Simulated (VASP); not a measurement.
These are r2SCAN meta-GGA, VASP's PBE PAW potentials (set 64) (plane waves; VASP 6.6.1) values and carry that method's errors.

The input files of a VASP run:

### INCAR
```
# general
SYSTEM  = Ni3Fe
PREC    = Accurate
ENCUT   = 480
LREAL   = .FALSE.
LASPH   = .TRUE.

# electronic loop
EDIFF   = 1E-7
NELM    = 100
ALGO    = Normal
LMAXMIX = 4
LMIXTAU = .TRUE.

# smearing
ISMEAR  = 1
SIGMA   = 0.1

# functional
METAGGA = R2SCAN

# spin
ISPIN   = 2
MAGMOM  = 3.2 0.7 0.7 0.7

# ions
ISIF    = 2

# output
LWAVE   = .FALSE.
LCHARG  = .FALSE.
LORBIT  = 10
```

**KPOINTS**
```
Automatic mesh
0
G
  8 8 8
```

POSCAR:
```
Ni3Fe
1.0
  3.5100710905   0.0000000000   0.0000000000
  0.0000000000   3.5100710905   0.0000000000
  0.0000000000   0.0000000000   3.5100710905
Fe Ni
1 3
Cart
  0.0000000000   0.0000000000   0.0000000000
  0.0000000000   1.7550355452   1.7550355452
  1.7550355452   0.0000000000   1.7550355452
  1.7550355452   1.7550355452   0.0000000000
```

POTCAR, in this order: Fe Ni (PBE.64 set). Program: vasp_std.

Q: Predict the energy per atom (σ→0), cell moment, band gap (on the k-mesh).

A: 
* **energy per atom (σ→0)**: -12.674 eV/atom
* **cell moment**: 5.24 μB
* **band gap (on the k-mesh)**: none (metal, semimetal or under 0.01 eV)

OSZICAR:
```
...
DAV:  13    -0.506965280782E+02   -0.66218E-03   -0.13523E-03  4568   0.492E-01    0.123E-01
DAV:  14    -0.506965712522E+02   -0.43174E-04   -0.25857E-04  4542   0.265E-01    0.976E-02
DAV:  15    -0.506965833320E+02   -0.12080E-04   -0.45304E-05  4216   0.135E-01    0.457E-02
DAV:  16    -0.506965935750E+02   -0.10243E-04   -0.26389E-05  5334   0.115E-01    0.205E-02
DAV:  17    -0.506965931825E+02    0.39249E-06   -0.75005E-06  4572   0.779E-02    0.827E-03
DAV:  18    -0.506965946501E+02   -0.14676E-05   -0.10471E-06  3932   0.168E-02    0.566E-03
DAV:  19    -0.506965947373E+02   -0.87167E-07   -0.18181E-07  2394   0.108E-02
   1 F= -.50696595E+02 E0= -.50696319E+02  d E =-.827981E-03  mag=     5.2384
```

The compound is Ni3Fe in the L1_2 structure. It was relaxed first.
